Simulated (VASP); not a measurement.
# LaTe: relaxation of cell and atoms with LDA

LaTe:

```xyz
2
Lattice="0.0000 3.0075 3.0075 3.0075 0.0000 3.0075 3.0075 3.0075 0.0000" Properties=species:S:1:pos:R:3 pbc="T T T"
La    0.0000    0.0000    0.0000
Te    3.0075    3.0075    3.0075
```

The cell was built by a generator and needn't be a form met in nature.

```
Program                : VASP 6.6.1
Task                   : relaxation of cell and atoms
Functional             : LDA
Potentials or basis    : VASP PAW LDA potentials, release 64 (La, Te)
Cutoff                 : 600 eV
k mesh                 : 4 × 4 × 4
Occupations            : gaussian, width 0.2 eV
Spin                   : no spin polarisation
Target pressure        : 30 GPa
Dipole correction      : no
Further INCAR settings : ALGO = Normal; EDIFF = 1e-06; IBRION = 2; EDIFFG = -0.005; NSW = 80; ISIF = 3
Target pressure        : 30 GPa
```

```json
{
  "Relaxed volume": "24.67 Å³/atom",
  "Relaxed cell": "a = 4.117 Å, b = 4.117 Å, c = 4.117 Å, α = 60.00°, β = 60.00°, γ = 60.00°",
  "Space group after relaxing (to 0.05 Å)": "Fm-3m (No. 225)",
  "Energy change on relaxing (the enthalpy is what falls)": "+347.2 meV/atom",
  "Ionic steps": "5",
  "Pressure after relaxing": "30.0 GPa",
  "Band gap on the k mesh": "none (metal or under the smearing width)"
}
```

The path:
```csv
step,energy change (eV),largest force (eV/Å),pressure (GPa),volume (Å³)
1,0.0000,0.0000,15.09,54.41
2,5.8103,0.0000,118.00,36.81
3,0.5869,0.0000,27.86,49.94
4,0.6695,0.0000,29.51,49.48
5,0.6943,0.0000,30.00,49.35
```

Final structure:
```
La Te
1.0
     0.00000    2.91124    2.91124
     2.91124    0.00000    2.91124
     2.91124    2.91124    0.00000
La Te
1 1
Direct
  0.00000 0.00000 0.00000
  0.50000 0.50000 0.50000
```

Levels at points of the mesh, in eV from the Fermi level:
| k point | band 5 | band 6 | band 7 | band 8 | band 9 | band 10 | band 11 | band 12 |
| --- | --- | --- | --- | --- | --- | --- | --- | --- |
| (0.00, 0.00, 0.00) | -12.59 | -1.75 | -1.75 | -1.75 | 0.08 | 0.08 | 0.08 | 1.24 |
| (0.50, 0.00, 0.00) | -9.97 | -5.71 | -4.21 | -4.21 | 1.49 | 2.17 | 2.17 | 2.68 |
| (0.50, 0.50, 0.00) | -12.32 | -2.61 | -2.13 | -1.87 | -1.87 | 2.37 | 2.39 | 2.55 |

It took 27 s on 1 thread of Intel(R) Xeon(R) Platinum 8488C (Sapphire Rapids), with other jobs on the host, peak memory 0.19 GiB.

Caveat: the k mesh is coarse (spacing up to 0.45 Å⁻¹), so the values aren't converged; the cell is relaxed towards a set pressure, so the enthalpy falls and the energy may rise. Spin-orbit coupling is left out, which matters for the levels of La, Te.
